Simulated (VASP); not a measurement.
Energy against volume of KCl (rock salt). These are optB86b-vdW, VASP's PBE PAW potentials (set 64) (plane waves; VASP) values and carry that method's errors. Settings: 520 eV cut-off, 7×7×7 Γ-centred mesh, Gaussian smearing of 0.050 eV, potentials K_sv Cl.

| V (Å³/atom) | E (eV/atom) |
|---|---|
| 28.748 | -1.51833 |
| 29.665 | -1.52459 |
| 30.583 | -1.52678 |
| 31.500 | -1.52558 |

Task: Fit these four points and predict the energy of the run at 32.418 Å³/atom.

Result: A cubic in V^(−2/3), the third-order Birch-Murnaghan form, passes through the four points with V0 = 30.69 Å³/atom and B0 = 19 GPa, and gives -1.5216 eV/atom there. The run gave -1.5215 eV/atom, +0.0 meV/atom from the fit; all five points give B0 = 19 GPa.

The compound is KCl in the rock salt structure. It was relaxed first.
